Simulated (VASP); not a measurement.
# MgSc2Se4: structure and properties in VASP

What structure does MgSc2Se4 take at this level, and what are its properties? The steps: relaxing cell and atoms (PBEsol), second relaxation, single point with fields (PBEsol), bands along the symmetry lines (PBEsol), total and projected DOS (PBEsol), field gradients at the nuclei (PBEsol), optical spectrum (PBEsol), volume scan with PBEsol and fit for PBEsol. The start is a computed cell from the Materials Project.

Calculated with VASP 6.6.1; PBEsol; plane waves and PAW (Mg, Sc_sv, Se).

## 1. The structure

Before any relaxation, the start is as follows. Symmetry: Fd-3m, No. 227, cubic system. Conventional cell: a = 11.182 Å, b = 11.182 Å, c = 11.182 Å, α = 90.00°, β = 90.00°, γ = 90.00°. Mg has 4 Se at 2.56 Å nearest. Sc has 6 Se at 2.72 Å nearest. Se has 1 Mg at 2.56 Å and 3 Sc at 2.72 Å nearest. Farther neighbours and most contacts between anions are not listed.

## 2. Relaxing cell and atoms (PBEsol)

The start need not lie at this functional's minimum. ISIF = 3 frees volume, shape and positions, and EDIFFG sets the threshold on forces and stress at which the search stops. PBEsol restores the gradient expansion of exchange and is tuned for the cells of solids.

File INCAR:

```
SYSTEM = MgSc2Se4
PREC = Accurate
ENCUT = 400
EDIFF = 1E-06
NELM = 100
ISMEAR = 0
SIGMA = 0.05
LREAL = .FALSE.
ALGO = Normal
GGA = PS
NBANDS = 62
LASPH = .TRUE.
LORBIT = 11
LWAVE = .FALSE.
LCHARG = .FALSE.
KPAR = 8
IBRION = 2
NSW = 60
ISIF = 3
EDIFFG = -0.01
```

File POSCAR:

```
MgSc2Se4
1.0
    0.0000000000      5.5911945600      5.5911945600
    5.5911945600      0.0000000000      5.5911945600
    5.5911945600      5.5911945600      0.0000000000
Mg Sc Se
2 4 8
Direct
    0.2500000000      0.2500000000      0.2500000000
    0.0000000000      0.0000000000      0.0000000000
    0.1250000000      0.6250000000      0.6250000000
    0.6250000000      0.1250000000      0.6250000000
    0.6250000000      0.6250000000      0.1250000000
    0.6250000000      0.6250000000      0.6250000000
    0.8530100700      0.3823299800      0.3823299800
    0.3823299800      0.8530100700      0.3823299800
    0.3823299800      0.3823299800      0.8530100700
    0.3823299800      0.3823299800      0.3823299800
    0.3969899300      0.8676700200      0.8676700200
    0.8676700200      0.3969899300      0.8676700200
    0.8676700200      0.8676700200      0.3969899300
    0.8676700200      0.8676700200      0.8676700200
```

File KPOINTS:

```
Automatic mesh
0
Gamma
4 4 4
0 0 0
```

PAW data sets: Mg, Sc_sv and Se (PBE family, release 64).

Started as:

```sh
$ mpirun -np 8 vasp_std
```

The program printed:

```text
[banner, memory and clock lines left out]
running    8 mpi-ranks, on    1 nodes
 distrk:  each k-point on    1 cores,    8 groups
 distr:  one band on    1 cores,    1 groups

 POSCAR found type information on POSCAR MgScSe
 POSCAR found :  3 types and      14 ions
|                                                                             |
|           W    W    AA    RRRRR   N    N  II  N    N   GGGG   !!!           |
|           W    W   A  A   R    R  NN   N  II  NN   N  G    G  !!!           |
|           W    W  A    A  R    R  N N  N  II  N N  N  G       !!!           |
|           W WW W  AAAAAA  RRRRR   N  N N  II  N  N N  G  GGG   !            |
|           WW  WW  A    A  R   R   N   NN  II  N   NN  G    G                |
|           W    W  A    A  R    R  N    N  II  N    N   GGGG   !!!           |
|                                                                             |
|     For optimal performance we recommend to set                             |
|       NCORE = 2 up to number-of-cores-per-socket                            |
|     NCORE specifies how many cores store one orbital (NPAR=cpu/NCORE).      |
|     This setting can greatly improve the performance of VASP for DFT.       |
|     The default, NCORE=1 might be grossly inefficient on modern             |
|     multi-core architectures or massively parallel machines. Do your        |
|     Unfortunately you need to use the default for GW and RPA                |
|     calculations (for HF NCORE is supported but not extensively tested      |
|     yet).                                                                   |
|                                                                             |

|                                                                             |
|               ----> ADVICE to this user running VASP <----                  |
|                                                                             |
|     You enforced a specific xc type in the INCAR file but a different       |
|     [... a line on the potential file left out ...]
|     I HOPE YOU KNOW WHAT YOU ARE DOING!                                     |
|                                                                             |

 LDA part: xc-table for (Slater+PW92), standard interpolation
 POSCAR, INCAR and KPOINTS ok, starting setup
 FFT: planning ... GRIDC
 FFT: planning ... GRID_SOFT
 FFT: planning ... GRID
 WAVECAR not read
 entering main loop
       N       E                     dE             d eps       ncg     rms          rms(c)
DAV:   1     0.119638712333E+04    0.11964E+04   -0.34588E+04  1072   0.114E+03
DAV:   2     0.988456764114E+02   -0.10975E+04   -0.10690E+04  1200   0.473E+02
DAV:   3    -0.798253537839E+02   -0.17867E+03   -0.16813E+03  1664   0.172E+02
DAV:   4    -0.917937696889E+02   -0.11968E+02   -0.11873E+02  1600   0.540E+01
DAV:   5    -0.920336963069E+02   -0.23993E+00   -0.23927E+00  1600   0.110E+01    0.170E+01
DAV:   6    -0.830501274903E+02    0.89836E+01   -0.29119E+01  1560   0.294E+01    0.680E+00
DAV:   7    -0.826638859408E+02    0.38624E+00   -0.19719E+00  1480   0.652E+00    0.351E+00
DAV:   8    -0.826029203373E+02    0.60966E-01   -0.44286E-01  1448   0.280E+00    0.894E-01
DAV:   9    -0.826041614312E+02   -0.12411E-02   -0.99150E-02  1544   0.191E+00    0.495E-01
DAV:  10    -0.826031361947E+02    0.10252E-02   -0.24697E-02  1504   0.104E+00    0.276E-01
DAV:  11    -0.826031174877E+02    0.18707E-04   -0.78615E-03  1576   0.539E-01    0.737E-02
DAV:  12    -0.826031361275E+02   -0.18640E-04   -0.68247E-04  1416   0.134E-01    0.657E-02
DAV:  13    -0.826031734944E+02   -0.37367E-04   -0.45137E-04  1520   0.103E-01    0.657E-02
DAV:  14    -0.826031880518E+02   -0.14557E-04   -0.15117E-04  1488   0.689E-02    0.790E-02
DAV:  15    -0.826031762361E+02    0.11816E-04   -0.24169E-05  1416   0.251E-02    0.247E-02
DAV:  16    -0.826031755281E+02    0.70801E-06   -0.79044E-06  1160   0.915E-03
   1 F= -.82603176E+02 E0= -.82603176E+02  d E =-.826032E+02
 curvature:   0.00 expect dE= 0.000E+00 dE for cont linesearch  0.000E+00
 trial: gam= 0.00000 g(F)=  0.158E-01 g(S)=  0.128E+00 ort = 0.000E+00 (trialstep = 0.100E+01)
 search vector abs. value=  0.144E+00
 bond charge predicted
       N       E                     dE             d eps       ncg     rms          rms(c)
DAV:   1    -0.833268957920E+02   -0.72372E+00   -0.21407E+01  1314   0.309E+01    0.583E+00
DAV:   2    -0.827610676406E+02    0.56583E+00   -0.15503E+00  1396   0.970E+00    0.195E+00
DAV:   3    -0.826475090498E+02    0.11356E+00   -0.26936E-01  1306   0.207E+00    0.719E-01
DAV:   4    -0.826393059498E+02    0.82031E-02   -0.41148E-02  1402   0.108E+00    0.562E-01
DAV:   5    -0.826392777030E+02    0.28247E-04   -0.20996E-03  1476   0.262E-01    0.243E-01
DAV:   6    -0.826391069462E+02    0.17076E-03   -0.11389E-03  1248   0.140E-01    0.301E-02
DAV:   7    -0.826391032186E+02    0.37276E-05   -0.68102E-05  1424   0.480E-02    0.143E-02
DAV:   8    -0.826391023548E+02    0.86380E-06   -0.46801E-06  1168   0.134E-02
   2 F= -.82639102E+02 E0= -.82639102E+02  d E =-.359268E-01
[...]
3 F= -.82651626E+02 E0= -.82651626E+02  d E =-.484506E-01
[...]
4 F= -.82651989E+02 E0= -.82651989E+02  d E =-.363222E-03
 trial-energy change:   -0.000363  1 .order   -0.000362   -0.000499   -0.000225
 step:   1.7012(harm=  1.7012)  dis= 0.00170  next Energy=   -82.652081 (dE=-0.455E-03)
 bond charge predicted
       N       E                     dE             d eps       ncg     rms          rms(c)
DAV:   1    -0.826522005066E+02   -0.21043E-03   -0.17185E-02  1284   0.546E-01    0.907E-02
DAV:   2    -0.826521177652E+02    0.82741E-04   -0.13555E-03  1426   0.212E-01    0.339E-02
DAV:   3    -0.826520991837E+02    0.18581E-04   -0.58393E-05  1432   0.339E-02    0.190E-02
DAV:   4    -0.826520930340E+02    0.61497E-05   -0.25329E-05  1226   0.159E-02    0.805E-03
DAV:   5    -0.826520923978E+02    0.63612E-06   -0.14574E-06   670   0.958E-03
   5 F= -.82652092E+02 E0= -.82652092E+02  d E =-.466251E-03
 curvature:  -0.85 expect dE=-0.448E-06 dE for cont linesearch -0.220E-06
 trial: gam=-0.01942 g(F)=  0.396E-06 g(S)=  0.128E-06 ort = 0.118E-04 (trialstep = 0.109E+01)
 search vector abs. value=  0.270E-06
 reached required accuracy - stopping structural energy minimisation
```

It took 2.2 min on 8 MPI ranks of AMD EPYC 7R43, shared host; peak memory 3.8 GiB.

Lines that name or quote the potential files are left out of all logs, and their timing lines are given in words.

Parts of OUTCAR (step 2):

```text
ion  position               nearest neighbor table
   1  0.250  0.250  0.250-   7 2.56   8 2.56   9 2.56  10 2.56
   2  0.000  0.000  0.000-  11 2.56  12 2.56  13 2.56  14 2.56
   3  0.125  0.625  0.625-  10 2.72  14 2.72   8 2.72  12 2.72  13 2.72   9 2.72
   4  0.625  0.125  0.625-  10 2.72  14 2.72   7 2.72  11 2.72  13 2.72   9 2.72
   5  0.625  0.625  0.125-  10 2.72  14 2.72   7 2.72  11 2.72  12 2.72   8 2.72
   6  0.625  0.625  0.625-   7 2.72   8 2.72  11 2.72  12 2.72   9 2.72  13 2.72
   7  0.853  0.382  0.382-   1 2.56   6 2.72   5 2.72   4 2.72
   8  0.382  0.853  0.382-   1 2.56   6 2.72   5 2.72   3 2.72
   9  0.382  0.382  0.853-   1 2.56   6 2.72   4 2.72   3 2.72
  10  0.382  0.382  0.382-   1 2.56   3 2.72   4 2.72   5 2.72
  11  0.397  0.868  0.868-   2 2.56   6 2.72   5 2.72   4 2.72
  12  0.868  0.397  0.868-   2 2.56   6 2.72   5 2.72   3 2.72
  13  0.868  0.868  0.397-   2 2.56   6 2.72   4 2.72   3 2.72
  14  0.868  0.868  0.868-   2 2.56   3 2.72   4 2.72   5 2.72

  LATTYP: Found a face centered cubic cell.
 ALAT       =    11.1823891200

 Subroutine GETGRP returns: Found 48 space group operations
 (whereof 24 operations were pure point group operations)

The static configuration has the point symmetry T_d .
 The point group associated with its full space group is O_h .

 Found      8 irreducible k-points:

   k-points           NKPTS =      8   k-points in BZ     NKDIM =      8   number of bands    NBANDS=     62

   dimension x,y,z NGX =    54 NGY =   54 NGZ =   54
   dimension x,y,z NGXF=   108 NGYF=  108 NGZF=  108

   ENCUT  =  400.0 eV  29.40 Ry    5.42 a.u.  12.89 12.89 12.89*2*pi/ulx,y,z

   NELECT =      96.0000    total number of electrons

 k-points in reciprocal lattice and weights: Automatic mesh
   0.00000000  0.00000000  0.00000000       0.016
   0.25000000  0.00000000  0.00000000       0.125
   0.50000000  0.00000000  0.00000000       0.062
   0.25000000  0.25000000  0.00000000       0.094
   0.50000000  0.25000000  0.00000000       0.375
  -0.25000000  0.25000000  0.00000000       0.188
   0.50000000  0.50000000  0.00000000       0.047
  -0.25000000  0.50000000  0.25000000       0.094

 average (electrostatic) potential at core
       1 -38.4184       2 -38.4184       3 -48.2512       4 -48.2512       5 -48.2512
       6 -48.2512       7 -54.4661       8 -54.4661       9 -54.4661      10 -54.4661
      11 -54.4661      12 -54.4661      13 -54.4661      14 -54.4661

 E-fermi :   2.6830

 k-point     1 :       0.0000    0.0000    0.0000
  band No.  band energies     occupation
    ...
     44       1.4420      2.00000
     45       1.4420      2.00000
     46       2.4595      2.00000
     47       2.4595      2.00000
     48       2.4595      2.00000
     49       3.4525      0.00000
     50       3.7332      0.00000
     51       3.7332      0.00000
     52       4.5774      0.00000
     53       4.5774      0.00000
    ...

 k-point     2 :       0.2500    0.0000    0.0000
  band No.  band energies     occupation
    ...
     44       1.3466      2.00000
     45       1.5147      2.00000
     46       1.6224      2.00000
     47       2.3040      2.00000
     48       2.3040      2.00000
     49       3.8381      0.00000
     50       4.0449      0.00000
     51       4.0449      0.00000
     52       4.6567      0.00000
     53       4.6870      0.00000
    ...

 k-point     3 :       0.5000    0.0000    0.0000
  band No.  band energies     occupation
    ...
     44       1.4556      2.00000
     45       1.4556      2.00000
     46       1.7607      2.00000
     47       2.1122      2.00000
     48       2.1122      2.00000
     49       4.3046      0.00000
     50       4.3046      0.00000
     51       4.3191      0.00000
     52       4.5254      0.00000
     53       4.9095      0.00000
    ...

  Total       -0.0035237     -0.0035237     -0.0035237     -0.0000000      0.0000000     -0.0000000
  in kB       -0.0165300     -0.0165300     -0.0165300     -0.0000000      0.0000000     -0.0000000
  external PRESSURE =      -0.0165300 kB  Pullay stress =       0.0000000 kB

  energy-cutoff  :      400.00
  volume of cell :      341.54
      direct lattice vectors                 reciprocal lattice vectors
     0.000000000  5.547996174  5.547996174    -0.090122629  0.090122629  0.090122629
     5.547996174  0.000000000  5.547996174     0.090122629 -0.090122629  0.090122629
     5.547996174  5.547996174 -0.000000000     0.090122629  0.090122629 -0.090122629

 POSITION                                       TOTAL-FORCE (eV/Angst)
 -----------------------------------------------------------------------------------
      2.77400      2.77400      2.77400         0.000000     -0.000000     -0.000000
      0.00000      0.00000      0.00000        -0.000000      0.000000     -0.000000
      6.93500      4.16100      4.16100        -0.000000     -0.000000     -0.000000
      4.16100      6.93500      4.16100         0.000000     -0.000000     -0.000000
      4.16100      4.16100      6.93500        -0.000000      0.000000     -0.000000
      6.93500      6.93500      6.93500         0.000000      0.000000     -0.000000
      4.24773      6.84826      6.84826         0.000585     -0.000585     -0.000585
      6.84826      4.24773      6.84826        -0.000585      0.000585     -0.000585
      6.84826      6.84826      4.24773        -0.000585     -0.000585      0.000585
      4.24773      4.24773      4.24773         0.000585      0.000585      0.000585
      9.62226      7.02173      7.02173        -0.000585      0.000585      0.000585
      7.02173      9.62226      7.02173         0.000585     -0.000585      0.000585
      7.02173      7.02173      9.62226         0.000585      0.000585     -0.000585
      9.62226      9.62226      9.62226        -0.000585     -0.000585     -0.000585
 -----------------------------------------------------------------------------------
    total drift:                               -0.000000     -0.000000     -0.000000

  FREE ENERGIE OF THE ION-ELECTRON SYSTEM (eV)
  ---------------------------------------------------
  free  energy   TOTEN  =       -82.6520923978 eV

  energy  without entropy=      -82.6520923978  energy(sigma->0) =      -82.65209240

 reached required accuracy - stopping structural energy minimisation

 total charge
# of ion       s       p       d       tot
------------------------------------------
    1        0.168   0.135   0.032   0.336
    2        0.168   0.135   0.032   0.336
    3        2.194   6.166   0.980   9.340
    4        2.194   6.166   0.980   9.340
    5        2.194   6.166   0.980   9.340
    6        2.194   6.166   0.980   9.340
    7        1.438   2.481   0.014   3.933
    8        1.438   2.481   0.014   3.933
    9        1.438   2.481   0.014   3.933
   10        1.438   2.481   0.014   3.933
   11        1.438   2.481   0.014   3.933
   12        1.438   2.481   0.014   3.933
   13        1.438   2.481   0.014   3.933
   14        1.438   2.481   0.014   3.933
--------------------------------------------------
tot         20.619  44.784   4.098  69.500

[... 3 further parts left out ...]
```

CONTCAR:

```
MgSc2Se4
   1.00000000000000
     0.0000000000000000    5.5479961736294854    5.5479961736294854
     5.5479961736294854    0.0000000000000000    5.5479961736294854
     5.5479961736294854    5.5479961736294854   -0.0000000000000000
  Mg              Sc              Se
     2     4     8
Direct
     0.2500000000000000    0.2500000000000000    0.2500000000000000
     0.0000000000000000    0.0000000000000000    0.0000000000000000
     0.1250000000000000    0.6250000000000000    0.6250000000000000
     0.6250000000000000    0.1250000000000000    0.6250000000000000
     0.6250000000000000    0.6250000000000000    0.1250000000000000
     0.6250000000000000    0.6250000000000000    0.6250000000000000
     0.8515504642645015    0.3828165152451689    0.3828165152451689
     0.3828165152451689    0.8515504642645015    0.3828165152451689
     0.3828165152451689    0.3828165152451689    0.8515504642645015
     0.3828165152451689    0.3828165152451689    0.3828165152451689
     0.3984495357354986    0.8671834847548312    0.8671834847548312
     0.8671834847548312    0.3984495357354986    0.8671834847548312
     0.8671834847548312    0.8671834847548312    0.3984495357354986
     0.8671834847548312    0.8671834847548312    0.8671834847548312
```

The gap is read on the k-mesh alone, so it is an upper bound where the band edges lie off the mesh, and a coarse mesh can show a gap where there is none. The PAW data sets were made with PBE, which is usual practice but a small mismatch for other functionals. The run keeps the 48 symmetry operations of its start, so it cannot find a distortion of lower symmetry.

Step by step:

| step | energy less that of the first step (eV) | largest force (eV/Å) | pressure (GPa) | volume (Å³) |
| --- | --- | --- | --- | --- |
| 1 | 0.0000 | 0.2022 | -1.62 | 349.58 |
| 2 | -0.0359 | 0.0553 | 0.93 | 337.00 |
| 3 | -0.0484 | 0.0350 | 0.04 | 341.16 |
| 4 | -0.0488 | 0.0161 | 0.01 | 341.37 |
| 5 | -0.0489 | 0.0010 | 0.00 | 341.54 |

| conventional cell, symmetrised | before | after | change |
| --- | --- | --- | --- |
| a (Å) | 11.182 | 11.096 | -0.8 % |
| b (Å) | 11.182 | 11.096 | -0.8 % |
| c (Å) | 11.182 | 11.096 | -0.8 % |
| volume (Å³/atom) | 24.97 | 24.40 | -2.3 % |

The relaxed structure:

```xyz
14
Lattice="0.0000 5.5480 5.5480 5.5480 0.0000 5.5480 5.5480 5.5480 0.0000" Properties=species:S:1:pos:R:3 pbc="T T T"
Mg    2.7740    2.7740    2.7740
Mg    0.0000    0.0000    0.0000
Sc    6.9350    4.1610    4.1610
Sc    4.1610    6.9350    4.1610
Sc    4.1610    4.1610    6.9350
Sc    6.9350    6.9350    6.9350
Se    4.2477    6.8483    6.8483
Se    6.8483    4.2477    6.8483
Se    6.8483    6.8483    4.2477
Se    4.2477    4.2477    4.2477
Se    9.6223    7.0217    7.0217
Se    7.0217    9.6223    7.0217
Se    7.0217    7.0217    9.6223
Se    9.6223    9.6223    9.6223
```

Numbers from this step:

* electrons: 96
* bands: 62
* irreducible k-points: 8
* symmetry operations: 48
* free energy (TOTEN): -82.6521 eV
* Fermi energy: 2.683 eV
* pressure: -0.001653 GPa
* metallic, judged on the points sampled: no
* valence top at k: 0, 0, 0
* conduction bottom at k: 0, 0, 0
* least direct gap at k: 0, 0, 0
* SCF cycles over all ionic steps: 41
* gap on the k-mesh: 0.9930 eV
* least direct gap on the k-mesh: 0.9930 eV

It ends with a largest force of 0.001 eV/Å and a pressure of 0.00 GPa.

(Part 1 of 8 ends here.)

[Lines on the potential files, build, host, timing and source positions are cut from VASP's logs without a mark.]

[Logs are printed without paths, hosts, clocks, repeated set-up lines and the standing remarks that a program may print on its own settings, such as how far it seeks lower states.]

[Hosts, paths, dates, database ids (printed as entryN), source tags and the programs' standing remarks are cut or masked in the printed files.]

[A measured line is paired with the nearest computed mode of its activity, which favours agreement.]

[In band tables of VASP the shares of atoms and orbitals are scaled to a sum of 1 inside the atoms' spheres.]
